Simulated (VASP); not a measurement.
Consider the following.

```
CELL_PARAMETERS angstrom
      0.00000     2.99984     2.99984
      2.99984     0.00000     2.99984
      2.99984     2.99984     0.00000
ATOMIC_POSITIONS crystal
  In 0.00000 0.00000 0.00000
  P  0.25000 0.25000 0.25000
```

All values below come from PBE GGA, VASP's PBE PAW potentials (set 64) (plane waves; VASP). Numerical set-up: PREC = Normal, EDIFF = 1E-5, 400 eV cut-off, 8×8×8 Γ-centred mesh, Gaussian smearing of 0.050 eV, potentials In P.

Unless said otherwise, spin-orbit coupling is left out, though it shifts the bands of the heavy elements here.

Task: Predict the energy per atom (σ→0), band gap (on the k-mesh) with the smallest direct gap where there is one.

Result: 
```json
{
 "band gap (on the k-mesh)": "0.38 eV",
 "smallest direct gap (on the k-mesh)": "0.38 eV",
 "energy per atom (σ→0)": "-4.171 eV/atom"
}
```

The absolute energy has meaning only against runs of the same code, potentials and settings.

The structure comes from a computed database's InP entry (F-43m); how it stands against other phases isn't given here. It was relaxed first.
